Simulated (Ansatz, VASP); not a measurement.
## MgC2: VASP beside Ansatz

Contents of INCAR:

```
SYSTEM = MgC2
  PREC = Accurate
  ENCUT = 520
  EDIFF = 1E-6
  ISMEAR = 0
  SIGMA = 0.1
  LREAL = .False.
  LASPH = .True.
  NELM = 60
  ALGO = Normal
  ISIF = 2
  LWAVE = .False.
  LCHARG = .True.
  GGA = PE
  LELF = .True.
  LVHAR = .True.
  NBANDS = 12
```

KPOINTS

```
Automatic mesh
0
Gamma
  6 6 6
  0 0 0
```

POSCAR

```
MgC2
1.0
    0.0000000000      2.6786626600      2.6786626600
    2.6786626600      0.0000000000      2.6786626600
    2.6786626600      2.6786626600      0.0000000000
Mg C
1 2
Direct
    0.5000000000      0.5000000000      0.5000000000
    0.7500000000      0.7500000000      0.7500000000
    0.2500000000      0.2500000000      0.2500000000
```

Input for Ansatz:

```yaml
crystal:
  lattice:
    - [0.0, 2.67866266, 2.67866266]
    - [2.67866266, 0.0, 2.67866266]
    - [2.67866266, 2.67866266, 0.0]
  atoms:
    - { symbol: Mg, position: [0.5, 0.5, 0.5] }
    - { symbol: C, position: [0.75, 0.75, 0.75] }
    - { symbol: C, position: [0.25, 0.25, 0.25] }
basis:
  ecutwfc: 420
kpoints:
  mp_grid: { grid: [6, 6, 6] }
hamiltonian:
  xc: pbe
scf:
  occupations: { method: gaussian, width: 0.1 }
  lower_state_search: "off"
output:
  forces: true
  stress: true
  eigenvalues: true
```

Alike in both runs: task single point; functional PBE; k mesh 6 × 6 × 6; occupations gaussian, width 0.1 eV; no spin polarisation.

|  | VASP | Ansatz |
| --- | --- | --- |
| version | VASP 6.6.1 | Ansatz 0.2.0 |
| potentials or method | VASP PAW PBE potentials, release 64 (Mg, C) | scalar-relativistic, plane waves, PAW |
| plane-wave cutoff (eV) | 520 | 420 |
| valence electrons in the cell | 10 | 18 |

Ansatz gave:

- gap on the k mesh at the Fermi level (eV): none
- pressure (GPa): -11.0

What did VASP give for the same quantities?

gap on the k mesh at the Fermi level (eV): none; pressure (GPa): -11.1.

A gap of «none» marks a metal or a gap that the smearing closes. The two sets of potentials don't hold the same shells in valence.
